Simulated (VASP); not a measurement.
Given:

```
CELL_PARAMETERS angstrom
      1.71038     0.98749     6.40350
     -1.71038     0.98749     6.40350
      0.00000    -1.97498     6.40350
ATOMIC_POSITIONS crystal
  Ta 0.00002 0.00002 0.00002
  Se 0.24653 0.24653 0.24653
  Se 0.42045 0.42045 0.42045
```

Calculation: PBEsol GGA, VASP's PBE PAW potentials (set 64) (plane waves; VASP). Settings: 400 eV cut-off, Gaussian smearing of 0.050 eV, potentials Ta_pv Se.

Without a dispersion term in the relaxation, distances and binding between the weakly bound layers, chains or molecules are unreliable, and so is what depends on them.

### Question
Give the energies of bands 6 to 14 at the high-symmetry points, in eV from the Fermi level.

### Answer

```json
[
 {"band": "6", "Γ": "-6.20", "T": "-4.96", "H2": "-4.81", "L": "-5.82", "S0": "-4.79", "F": "-5.66"},
 {"band": "7", "Γ": "-1.89", "T": "-2.76", "H2": "-4.65", "L": "-4.46", "S0": "-4.67", "F": "-4.65"},
 {"band": "8", "Γ": "-1.89", "T": "-1.92", "H2": "-3.89", "L": "-3.80", "S0": "-3.92", "F": "-3.43"},
 {"band": "9", "Γ": "-0.84", "T": "-1.92", "H2": "-3.39", "L": "-2.58", "S0": "-3.40", "F": "-2.43"},
 {"band": "10", "Γ": "-0.84", "T": "-0.77", "H2": "-2.83", "L": "-1.27", "S0": "-2.77", "F": "-1.93"},
 {"band": "11", "Γ": "-0.10", "T": "-0.77", "H2": "-1.70", "L": "-0.70", "S0": "-1.74", "F": "-1.00"},
 {"band": "12", "Γ": "0.28", "T": "1.29", "H2": "0.69", "L": "-0.43", "S0": "0.71", "F": "-0.34"},
 {"band": "13", "Γ": "3.23", "T": "3.30", "H2": "2.29", "L": "3.31", "S0": "2.26", "F": "3.27"},
 {"band": "14", "Γ": "3.23", "T": "3.30", "H2": "3.55", "L": "3.47", "S0": "3.57", "F": "3.58"}
]
```

It has no gap at this level: it comes out as a metal or semimetal.

The structure comes from a computed database's TaSe2 entry (R3m); how it stands against other phases isn't given here. It was relaxed first, which changed the volume by -8 %. The electron count is odd and the run is not spin-polarised, which forces a metal.
